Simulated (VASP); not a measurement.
GaN (wurtzite): the cohesive energy from VASP (plane waves, PAW) at several levels of theory. Atoms are spin-polarised in a large box without symmetry, with the spin fixed by Hund's rule, and may not be in the lowest state of each functional; no zero-point energy is added.

```csv
level,cohesive energy (eV/atom),error against measurement
LDA,5.46,+20.6 %
PBE,4.38,-3.4 %
RPBE,3.93,-13.2 %
PBE-D3(BJ),4.62,+2.1 %
SCAN,4.44,-2.0 %
```

Measured: 4.53 eV/atom (as given by Agostino Zoroddu et al., Physical review. B, Condensed matter (2001), arXiv:cond-mat/0011434).

The cell of the LDA run:

```xyz
4
Lattice="1.5794 -2.7357 0.0000 1.5794 2.7357 0.0000 0.0000 0.0000 5.1458" Properties=species:S:1:pos:R:3 pbc="T T T"
Ga     1.5794    -0.9119     2.5739
Ga     1.5794     0.9119     0.0010
N      1.5794    -0.9119     4.5119
N      1.5794     0.9119     1.9390
```

Only levels that ran to the end are used. Left out are those held back, those with too coarse a band path, GW runs whose mesh misses a band edge, hybrids' fits of cells that aren't cubic and levels without matching references; a question may draw on a part of the rest.
